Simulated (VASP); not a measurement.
Data:

```
CELL_PARAMETERS angstrom
      1.58968    -2.75341     0.00000
      1.58968     2.75341     0.00000
      0.00000     0.00000     5.17918
ATOMIC_POSITIONS crystal
  Ga 0.66667 0.33333 0.50012
  Ga 0.33333 0.66667 0.00012
  N  0.66667 0.33333 0.87688
  N  0.33333 0.66667 0.37688
```

Computed with PBEsol GGA, VASP's PBE PAW potentials (set 64) (plane waves; VASP). Numerical set-up: 620 eV cut-off, 8×8×5 Γ-centred mesh, Gaussian smearing of 0.050 eV, potentials Ga_d N.

Task: Predict the energy per atom (σ→0).

Result: 
```
Property                       Result
---------------------  --------------
energy per atom (σ→0)  -6.568 eV/atom
```

The absolute energy has meaning only against runs of the same code, potentials and settings.

The compound is GaN in the wurtzite structure. It was relaxed first.
